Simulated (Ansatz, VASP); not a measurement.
**BAu: VASP beside Ansatz**

The input INCAR:

```
  PREC = Accurate
  ENCUT = 520
  EDIFF = 1E-6
  ISMEAR = 0
  SIGMA = 0.1
  LREAL = F
  LASPH = T
  NELM = 100
  ALGO = Normal
  ISIF = 2
  LWAVE = F
  LCHARG = F
  GGA = PE
  NBANDS = 14
```

KPOINTS

```
Automatic mesh
0
Gamma
  6 6 6
```

File POSCAR:

```
BAu
1.0
    0.0000000000      2.4087471100      2.4087471100
    2.4087471100      0.0000000000      2.4087471100
    2.4087471100      2.4087471100      0.0000000000
B Au
1 1
Direct
    0.0000000000      0.0000000000      0.0000000000
    0.5000000000      0.5000000000      0.5000000000
```

Input for Ansatz:

```yaml
crystal:
  lattice:
    - [0.0, 2.40874711, 2.40874711]
    - [2.40874711, 0.0, 2.40874711]
    - [2.40874711, 2.40874711, 0.0]
  atoms:
    - { symbol: B, position: [0.0, 0.0, 0.0] }
    - { symbol: Au, position: [0.5, 0.5, 0.5] }
basis:
  ecutwfc: 420
kpoints:
  mp_grid: { grid: [6, 6, 6] }
hamiltonian:
  xc: pbe
scf:
  occupations: { method: gaussian, width: 0.1 }
  lower_state_search: "off"
output:
  forces: true
  stress: true
  eigenvalues: true
```

Alike in both runs: task single point; functional PBE; k mesh 6 × 6 × 6; occupations gaussian, width 0.1 eV; no spin polarisation.

|  | VASP | Ansatz |
| --- | --- | --- |
| version | VASP 6.6.1 | Ansatz 0.2.0 |
| potentials or method | VASP PAW PBE potentials, release 64 (B, Au) | scalar-relativistic, plane waves, PAW |
| plane-wave cutoff (eV) | 520 | 420 |
| valence electrons in the cell | 14 | 22 |

Ansatz gave:

| Item | Value |
| --- | --- |
| gap on the k mesh at the Fermi level (eV) | none |
| pressure (GPa) | -8.6 |

Problem. What did VASP give for the same quantities?

Solution. gap on the k mesh at the Fermi level (eV): none; pressure (GPa): -8.7.

A gap of «none» marks a metal or a gap that the smearing closes. The two sets of potentials don't hold the same shells in valence.

Caveats: the k mesh is coarse (spacing up to 0.38 Å⁻¹), so the values aren't converged. The runs have no spin-orbit coupling, so splittings on Au are missing.
